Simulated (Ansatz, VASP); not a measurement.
## NbSb: VASP beside Ansatz

INCAR

```
PREC = Accurate ; ENCUT = 520
EDIFF = 1E-6 ; ISMEAR = -1
SIGMA = 0.05 ; LREAL = False
LASPH = True ; NELM = 100
ALGO = Normal ; ISIF = 2
LWAVE = False ; LCHARG = False
GGA = PE ; NBANDS = 16
```

The input KPOINTS:

```
regular mesh
0
Gamma
  10 10 10
```

POSCAR

```
NbSb
1.0
    0.0000000000      3.1470348721      3.1470348721
    3.1470348721      0.0000000000      3.1470348721
    3.1470348721      3.1470348721      0.0000000000
Nb Sb
1 1
Direct
    0.0000000000      0.0000000000      0.0000000000
    0.2500000000      0.2500000000      0.2500000000
```

Input for Ansatz:

```yaml
crystal:
  lattice:
    - [0.0, 3.1470348721, 3.1470348721]
    - [3.1470348721, 0.0, 3.1470348721]
    - [3.1470348721, 3.1470348721, 0.0]
  atoms:
    - { symbol: Nb, position: [0.0, 0.0, 0.0] }
    - { symbol: Sb, position: [0.25, 0.25, 0.25] }
kpoints:
  mp_grid: { grid: [10, 10, 10] }
  band_path:
    path:
      - [0.0, 0.0, 0.0]
      - [-0.5, -0.5, 0.0]
      - [-0.375, -0.375, 0.25]
      - [-0.375, 0.0, 0.375]
      - [0.0, 0.0, 0.0]
      - [0.0, 0.0, 0.5]
      - [-0.5, -0.25, 0.25]
      - [-0.5, -0.5, 0.0]
    npoints: 5
scf:
  occupations: { method: fermi_dirac, width: 0.05 }
hamiltonian:
  xc: pbe
  pseudopotentials:
    kind: all_electron
    lapw: { basis_error: 0.001 }
    relativity: none
output:
  forces: true
  stress: true
  eigenvalues: true
```

Alike in both runs: task single point; functional PBE; k mesh 10 × 10 × 10; occupations fermi-dirac, width 0.05 eV; no spin polarisation.

|  | VASP | Ansatz |
| --- | --- | --- |
| version | VASP 6.6.1 | Ansatz 0.2.0 |
| potentials or method | VASP PAW PBE potentials, release 64 (Nb_sv, Sb) | all-electron LAPW, non-relativistic |
| plane-wave cutoff (eV) | 520 | see its input |

|  | VASP | Ansatz | Ansatz less VASP |
| --- | --- | --- | --- |
| pressure (GPa) | -0.1 | 1.5 | +1.55 |

Ansatz ran all-electron here, so the differences hold the error of VASP's frozen core and of both bases.

Spin-orbit coupling is left out, which matters for the levels of Sb.
